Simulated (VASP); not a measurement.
Calculation: PBE GGA with D3 dispersion (zero damping), VASP's PBE PAW potentials (set 64) (plane waves; VASP).

VASP input:

POSCAR:
```
Ag
2.819540
  0.0000000000   0.7071067552   0.7071067552
  0.7071067552   0.0000000000   0.7071067552
  0.7071067552   0.7071067552   0.0000000000
Ag
1
Cartesian
  0.0000000000   0.0000000000   0.0000000000
```

**KPOINTS**
```
Automatic mesh
0
Gamma
15 15 15
```

INCAR:
```
SYSTEM = Ag
PREC = Accurate; ENCUT = 520; LREAL = F
LASPH = T
EDIFF = 1E-7; NELM = 100; ALGO = Normal
LMAXMIX = 4
ISMEAR = 1; SIGMA = 0.1
GGA = PE; IVDW = 11
ISIF = 2
LWAVE = F; LCHARG = F
```

POTCAR, in this order: Ag (PBE.64 set). Program: vasp_std.

The run wrote:

OUTCAR:
```
 ion  position               nearest neighbor table
   1  0.000  0.000  0.000-
  LATTYP: Found a face centered cubic cell.
 ALAT       =     3.9874315610
 Subroutine PRICEL returns:
 Original cell was already a primitive cell.
 Subroutine GETGRP returns: Found 48 space group operations
The static configuration has the point symmetry O_h .
The dynamic configuration has the point symmetry O_h .
 Subroutine INISYM returns: Found 48 space group operations
 Subroutine IBZKPT returns following result:
 Found    120 irreducible k-points:

 Following reciprocal coordinates:
            Coordinates               Weight
  0.000000  0.000000  0.000000      1.000000
  0.066667  0.000000  0.000000      8.000000
  0.133333  0.000000  0.000000      8.000000
  0.200000  0.000000  0.000000      8.000000
  0.266667  0.000000  0.000000      8.000000
  0.333333  0.000000  0.000000      8.000000
  0.400000  0.000000  0.000000      8.000000
  0.466667  0.000000  0.000000      8.000000
  0.066667  0.066667  0.000000      6.000000
  0.133333  0.066667  0.000000     24.000000
...
```

**OSZICAR**
```
       N       E                     dE             d eps       ncg     rms          rms(c)
DAV:   1     0.445190328650E+02    0.44519E+02   -0.57822E+03  2200   0.112E+03
DAV:   2    -0.256645104041E+01   -0.47085E+02   -0.44650E+02  2235   0.210E+02
DAV:   3    -0.291278792069E+01   -0.34634E+00   -0.34628E+00  2556   0.222E+01
DAV:   4    -0.291346895526E+01   -0.68103E-03   -0.68103E-03  2444   0.924E-01
DAV:   5    -0.291347280199E+01   -0.38467E-05   -0.38478E-05  2389   0.624E-02    0.641E+00
DAV:   6    -0.264927264813E+01    0.26420E+00   -0.11418E+00  2199   0.119E+01    0.400E+00
DAV:   7    -0.263694295423E+01    0.12330E-01   -0.18864E-02  2325   0.151E+00    0.214E+00
DAV:   8    -0.263321771968E+01    0.37252E-02   -0.72410E-04  2253   0.256E-01    0.101E-01
DAV:   9    -0.263322281132E+01   -0.50916E-05   -0.56166E-06  2462   0.243E-02    0.143E-02
DAV:  10    -0.263322924437E+01   -0.64330E-05   -0.32505E-06  2371   0.218E-02    0.777E-03
DAV:  11    -0.263322867932E+01    0.56505E-06   -0.63590E-08  1714   0.274E-03    0.356E-04
DAV:  12    -0.263322863241E+01    0.46905E-07   -0.46378E-09  1177   0.812E-04
   1 F= -.31791598E+01 E0= -.31790494E+01  d E =-.331320E-03
```

**OUTCAR**
```
------------------------ aborting loop because EDIFF is reached ----------------------------------------
 Edisp (eV)   -0.54593
  FORCE on cell =-STRESS in cart. coord.  units (eV):
  Direction    XX          YY          ZZ          XY          YZ          ZX
  --------------------------------------------------------------------------------------
  Total       0.78624     0.78624     0.78624     0.00000     0.00000    -0.00000
  in kB      79.47748    79.47748    79.47748     0.00000     0.00000    -0.00000
  external pressure =       79.48 kB  Pullay stress =        0.00 kB
  volume of cell :       15.85
      direct lattice vectors                 reciprocal lattice vectors
     0.000000000  1.993715781  1.993715781    -0.250788003  0.250788003  0.250788003
     1.993715781  0.000000000  1.993715781     0.250788003 -0.250788003  0.250788003
     1.993715781  1.993715781  0.000000000     0.250788003  0.250788003 -0.250788003
 POSITION                                       TOTAL-FORCE (eV/Angst)
 -----------------------------------------------------------------------------------
      0.00000      0.00000      0.00000         0.000000      0.000000      0.000000
 -----------------------------------------------------------------------------------
    total drift:                                0.000000     -0.000000     -0.000000
  FREE ENERGIE OF THE ION-ELECTRON SYSTEM (eV)
  ---------------------------------------------------
  free  energy   TOTEN  =        -3.1791598457 eV

  energy  without entropy=       -3.1788285253  energy(sigma->0) =       -3.17904941
```
(Selected blocks of OUTCAR.)

The compound is Ag in the fcc structure. This cell is one point of a volume scan, at 0.94 of the reference volume.
